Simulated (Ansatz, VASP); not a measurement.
# Cross-check of K2MgSF2 between VASP and Ansatz

Wanted: the spread between two codes on one cell, functional and k mesh. The cell is generated by rule, not measured, and may not be a known phase. Of the first pair: The two relaxations start from unlike cells of this crystal (the structure described is Ansatz's start), so only their ends are compared.

Program: Ansatz 0.2.0. Level of theory: plane waves, with VASP 6.6.1 beside it; relaxation of cell and atoms at LDA. Results are calculated unless marked as measured.

## Step 1: The starting structure

The structure is tetragonal, space group I4/mmm (No. 139). Conventional cell: a = 3.748 Å, b = 3.748 Å, c = 15.900 Å, α = 90.00°, β = 90.00°, γ = 90.00°. Nearest to F lie 5 K at 2.65 Å and 1 Mg at 2.65 Å. Nearest to K lie 5 F at 2.65 Å and 1 S at 2.65 Å. Nearest to Mg lie 4 S at 2.65 Å and 2 F at 2.65 Å. Nearest to S lie 4 Mg at 2.65 Å and 2 K at 2.65 Å. Farther neighbours and most contacts between anions are not listed.

## Step 2: VASP: relaxation of cell and atoms, LDA, pair 1

The relaxed volume is the usual yardstick between codes: in a stiff, nearly cubic crystal its relative difference is about their pressure difference at one cell divided by the bulk modulus.

Lines of VASP's logs that name or quote its potential files are left out, and so is its time.

The input, INCAR:

```
SYSTEM = K2MgSF2
PREC = Accurate
ENCUT = 600
EDIFF = 1E-07
NELM = 120
ISMEAR = 0
SIGMA = 0.1
LREAL = .FALSE.
ALGO = Normal
GGA = PW92
NBANDS = 26
LORBIT = 11
LWAVE = .FALSE.
LCHARG = .FALSE.
ISIF = 3
IBRION = 2
NSW = 80
EDIFFG = -0.005
LASPH = .TRUE.
GGA_COMPAT = .FALSE.
NELMIN = 4
EFERMI = MIDGAP
KPAR = 2
```

The input, POSCAR:

```
K2MgSF2
1.0
    2.5345511990      2.5345511990      0.0000000000
   -2.5345511990      2.5345511990      0.0000000000
    2.5345511990      0.0000000000      7.8631615719
F K Mg S
2 2 1 1
Direct
    0.5166776101      0.4833223899      0.9666447798
    0.8166557233      0.1833442767      0.3666885535
    0.9892265504      0.0107734496      0.0215468993
    0.3441067830      0.6558932170      0.3117864340
    0.6666666667      0.3333333333      0.6666666667
    0.1666666667      0.8333333333      0.6666666667
```

The input, KPOINTS:

```
Automatic mesh
0
Gamma
6 6 6
0 0 0
```

PAW data sets: F, K_sv, Mg and S (LDA family, release 64).

The run is started by

```bash
$ mpirun -np 2 vasp_std
```

Numbers of over 12 decimals in the logs are rounded to 6 here.

Log:

```text
[banner, memory and clock lines left out]
running    2 mpi-ranks, on    1 nodes
 distrk:  each k-point on    1 cores,    2 groups
 distr:  one band on    1 cores,    1 groups

 POSCAR found type information on POSCAR F K MgS
 POSCAR found :  4 types and       6 ions
|                                                                             |
|               ----> ADVICE to this user running VASP <----                  |
|                                                                             |
|     You enforced a specific xc type in the INCAR file but a different       |
|     [... a line on the potential file left out ...]
|     I HOPE YOU KNOW WHAT YOU ARE DOING!                                     |
|                                                                             |

 LDA part: xc-table for (Slater(with rela. corr.)+PW92), standard interpolation
 POSCAR, INCAR and KPOINTS ok, starting setup
 FFT: planning ... GRIDC
 FFT: planning ... GRID_SOFT
 FFT: planning ... GRID
 WAVECAR not read
 entering main loop
       N       E                     dE             d eps       ncg     rms          rms(c)
DAV:   1     0.338566267794E+03    0.33857E+03   -0.21468E+04  1560   0.161E+03
DAV:   2    -0.225212673593E+01   -0.34082E+03   -0.33018E+03  1794   0.419E+02
DAV:   3    -0.280998376992E+02   -0.25848E+02   -0.25755E+02  2014   0.103E+02
DAV:   4    -0.298257854839E+02   -0.17259E+01   -0.17236E+01  2776   0.195E+01
DAV:   5    -0.298373245093E+02   -0.11539E-01   -0.11537E-01  2006   0.194E+00    0.106E+01
DAV:   6    -0.273433101121E+02    0.24940E+01   -0.10178E+01  1678   0.194E+01    0.735E+00
DAV:   7    -0.272300268781E+02    0.11328E+00   -0.73348E-01  2072   0.476E+00    0.543E+00
DAV:   8    -0.271648894190E+02    0.65137E-01   -0.14648E-01  1960   0.270E+00    0.541E-01
DAV:   9    -0.271641339715E+02    0.75545E-03   -0.19241E-02  2442   0.771E-01    0.230E-01
DAV:  10    -0.271641546878E+02   -0.20716E-04   -0.18731E-03  1824   0.252E-01    0.982E-02
DAV:  11    -0.271642263344E+02   -0.71647E-04   -0.17905E-04  1988   0.889E-02    0.310E-02
DAV:  12    -0.271642278912E+02   -0.15568E-05   -0.11798E-05  2282   0.218E-02    0.240E-02
DAV:  13    -0.271642274888E+02    0.40241E-06   -0.17738E-06  2030   0.917E-03    0.137E-02
DAV:  14    -0.271642274126E+02    0.76191E-07   -0.58505E-07  2006   0.438E-03
   1 F= -.27164227E+02 E0= -.27164227E+02  d E =-.271642E+02
 curvature:   0.00 expect dE= 0.000E+00 dE for cont linesearch  0.000E+00
 trial: gam= 0.00000 g(F)=  0.426E-05 g(S)=  0.208E-04 ort = 0.000E+00 (trialstep = 0.100E+01)
 search vector abs. value=  0.250E-04
 bond charge predicted
       N       E                     dE             d eps       ncg     rms          rms(c)
DAV:   1    -0.271643937209E+02   -0.16623E-03   -0.44311E-03  1656   0.550E-01    0.949E-02
DAV:   2    -0.271642542790E+02    0.13944E-03   -0.60342E-04  1668   0.178E-01    0.239E-02
DAV:   3    -0.271642396288E+02    0.14650E-04   -0.32742E-05  1972   0.480E-02    0.180E-02
DAV:   4    -0.271642376858E+02    0.19430E-05   -0.90070E-06  2202   0.158E-02    0.147E-02
DAV:   5    -0.271642379263E+02   -0.24044E-06   -0.16795E-06  2522   0.665E-03    0.358E-03
DAV:   6    -0.271642377409E+02    0.18534E-06   -0.11432E-06  2604   0.696E-03    0.100E-03
DAV:   7    -0.271642377545E+02   -0.13608E-07   -0.14616E-07  1296   0.184E-03
   2 F= -.27164238E+02 E0= -.27164238E+02  d E =-.103420E-04
 trial-energy change:   -0.000010  1 .order   -0.000012   -0.000025    0.000001
 step:   0.9208(harm=  0.9446)  dis= 0.00021  next Energy=   -27.164238 (dE=-0.104E-04)
 reached required accuracy - stopping structural energy minimisation
```

Parts of OUTCAR (step 2):

```text
ion  position               nearest neighbor table
   1  0.517  0.483  0.967-   5 2.36   3 2.57   3 2.57   3 2.57   3 2.57   4 2.71
   2  0.817  0.183  0.367-   5 2.36   4 2.57   4 2.57   4 2.57   4 2.57   3 2.71
   3  0.989  0.011  0.022-   1 2.57   1 2.57   1 2.57   1 2.57   2 2.71   6 2.79   4 3.41   4 3.41
                             4 3.41   4 3.41
   4  0.344  0.656  0.312-   2 2.57   2 2.57   2 2.57   2 2.57   1 2.71   6 2.79   3 3.41   3 3.41
                             3 3.41   3 3.41
   5  0.667  0.333  0.667-   1 2.36   2 2.36   6 2.53   6 2.53   6 2.53   6 2.53
   6  0.167  0.833  0.667-   5 2.53   5 2.53   5 2.53   5 2.53   3 2.79   4 2.79

  LATTYP: Found a body centered tetragonal cell.
 ALAT       =     3.5843966802
 C/A-ratio  =     4.3874393788

 Subroutine GETGRP returns: Found 16 space group operations
 (whereof  8 operations were pure point group operations)

The static configuration has the point symmetry C_4v.
 The point group associated with its full space group is D_4h.

 Found     30 irreducible k-points:

   k-points           NKPTS =     30   k-points in BZ     NKDIM =     30   number of bands    NBANDS=     26

   dimension x,y,z NGX =    30 NGY =   30 NGZ =   70
   dimension x,y,z NGXF=    60 NGYF=   60 NGZF=  140

   ENCUT  =  600.0 eV  44.10 Ry    6.64 a.u.   7.16  7.16 16.50*2*pi/ulx,y,z

   NELECT =      40.0000    total number of electrons

 k-points in reciprocal lattice and weights: Automatic mesh
   0.00000000  0.00000000  0.00000000       0.005
   0.16666667  0.00000000  0.00000000       0.037
   0.33333333  0.00000000  0.00000000       0.037
   0.50000000  0.00000000 -0.00000000       0.019
   0.16666667  0.16666667  0.00000000       0.019
   0.33333333  0.16666667  0.00000000       0.074
   0.50000000  0.16666667 -0.00000000       0.074
  -0.33333333  0.16666667 -0.00000000       0.074
  -0.16666667  0.16666667  0.00000000       0.037
[...]
-0.16666667  0.16666667  0.33333333       0.019
   0.00000000  0.00000000  0.50000000       0.005

 average (electrostatic) potential at core
       1 -76.7218       2 -76.7218       3 -34.0242       4 -34.0242       5 -38.7598
       6 -88.0906

 E-fermi :   3.1145

 k-point     1 :       0.0000    0.0000    0.0000
  band No.  band energies     occupation
    ...
     16      -1.8928      2.00000
     17      -1.8928      2.00000
     18       0.6369      2.00000
     19       1.2772      2.00000
     20       1.2772      2.00000
     21       4.6310      0.00000
     22       6.2365      0.00000
     23       6.5287      0.00000
     24       6.9728      0.00000
     25       7.8264      0.00000
    ...

 k-point     2 :       0.1667    0.0000    0.0000
  band No.  band energies     occupation
    ...
     16      -2.0603      2.00000
     17      -1.9900      2.00000
     18       0.2350      2.00000
     19       0.7143      2.00000
     20       1.3497      2.00000
     21       5.3080      0.00000
     22       6.5575      0.00000
     23       6.8982      0.00000
     24       7.6877      0.00000
     25       7.9890      0.00000
    ...

 k-point     3 :       0.3333    0.0000    0.0000
  band No.  band energies     occupation
    ...
     16      -2.2343      2.00000
     17      -2.1893      2.00000
     18      -0.9930      2.00000
     19       0.8640      2.00000
     20       1.5095      2.00000
     21       6.3538      0.00000
     22       6.7717      0.00000
     23       7.3117      0.00000
     24       7.3954      0.00000
     25       9.2291      0.00000
    ...

  Total       -0.0030840     -0.0030840     -0.0051506      0.0000000      0.0000000      0.0000000
  in kB       -0.0488754     -0.0488754     -0.0816260      0.0000000      0.0000000      0.0000000
  external PRESSURE =      -0.0597922 kB  Pullay stress =       0.0000000 kB

  energy-cutoff  :      600.00
  volume of cell :      101.10
      direct lattice vectors                 reciprocal lattice vectors
     2.535125832  2.535125832  0.000000000     0.197228869  0.197228869 -0.063571543
    -2.535125832  2.535125832 -0.000000000    -0.197228869  0.197228869  0.063571543
     2.535125832  0.000000000  7.865154415    -0.000000000  0.000000000  0.127143085

 POSITION                                       TOTAL-FORCE (eV/Angst)
 -----------------------------------------------------------------------------------
      2.53513      2.53513      7.60258         0.000000     -0.000000     -0.002444
      2.53513      2.53513      2.88429        -0.000000      0.000000      0.002444
      2.53513      2.53513      0.16969        -0.000000      0.000000      0.000266
      0.00000      2.53513      2.45202         0.000000     -0.000000     -0.000266
      2.53513      2.53513      5.24344        -0.000000     -0.000000      0.000000
      0.00000      2.53513      5.24344         0.000000     -0.000000      0.000000
 -----------------------------------------------------------------------------------
    total drift:                               -0.000043      0.000000     -0.000092

  FREE ENERGIE OF THE ION-ELECTRON SYSTEM (eV)
  ---------------------------------------------------
  free  energy   TOTEN  =       -27.1642377545 eV

  energy  without entropy=      -27.1642377545  energy(sigma->0) =      -27.16423775

 reached required accuracy - stopping structural energy minimisation

 total charge
# of ion       s       p       d       tot
------------------------------------------
    1        1.720   4.337   0.000   6.056
    2        1.720   4.337   0.000   6.056
    3        1.966   5.578   0.057   7.600
    4        1.966   5.578   0.057   7.600
    5        0.139   0.128   0.040   0.306
    6        1.312   2.517   0.000   3.829
--------------------------------------------------
tot          8.822  22.473   0.153  31.448

[... 3 further parts left out ...]
```

CONTCAR:

```
K2MgSF2
   1.00000000000000
     2.5351258318881329    2.5351258318881329    0.0000000000000000
    -2.5351258318881329    2.5351258318881329   -0.0000000000000000
     2.5351258318881329    0.0000000000000000    7.8651544152694202
  F               K               Mg              S
     2     2     1     1
Direct
     0.5166921137514384    0.4833078862485616    0.9666157724971162
     0.8166412196485604    0.1833587803514395    0.3667175608028809
     0.9892122350198884    0.0107877649801116    0.0215755300602178
     0.3441210983801103    0.6558789016198896    0.3117578032397793
     0.6666666667000030    0.3333333332999970    0.6666666667000030
     0.1666666667000030    0.8333333332999970    0.6666666667000030
```

(Continued in part 2 of 3.)

[Lines on the potential files, build, host, timing and source positions are cut from VASP's logs without a mark.]

[Logs are printed without paths, hosts, clocks, repeated set-up lines and the standing remarks that a program may print on its own settings, such as how far it seeks lower states.]

[Hosts, paths, dates, database ids (printed as entryN), source tags and the programs' standing remarks are cut or masked in the printed files.]
